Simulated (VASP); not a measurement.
Runs of VASP 6.6.1 on TiCo. Symmetry: Pm-3m, No. 221, cubic system. Conventional cell: a = 2.935 Å, b = 2.935 Å, c = 2.935 Å, α = 90.00°, β = 90.00°, γ = 90.00°. Ti (site symmetry m-3m) has 8 Co at 2.54 Å as nearest neighbours. Co (site symmetry m-3m) is surrounded by 8 Ti at 2.54 Å. The cell comes from a database or a generator and needn't be the stable form of this composition.

| level | k mesh | cutoff (eV) | gap on the mesh (eV) | pressure (GPa) | moment (μB) |
| --- | --- | --- | --- | --- | --- |
| PBEsol | 14 × 14 × 14 | 900 | none | 0.0 | 0.57 |
| r2SCAN | 14 × 14 × 14 | 520 | none | 10.2 | (b) |
| PBEsol | 22 × 22 × 22 | 520 | none | 0.3 | (a) |
| PBEsol | 14 × 14 × 14 | 700 | none | -0.1 | 0.57 |

Alike in all rows: task single point; potentials or basis VASP PAW PBE potentials, release 64 (Ti_sv, Co); spin collinear, ferromagnetic start; cell as given; smearing gaussian 0.1 eV.

Task: Fill in the values left out.

Result: (a) 0.64; (b) 0.90.

Caveats: the PAW data sets were made with another functional, which shifts forces and pressure a little.

A k mesh can miss the band edges.

A gap of «none» marks a metal or a gap under the smearing width.

Not every run made on this cell is shown here.
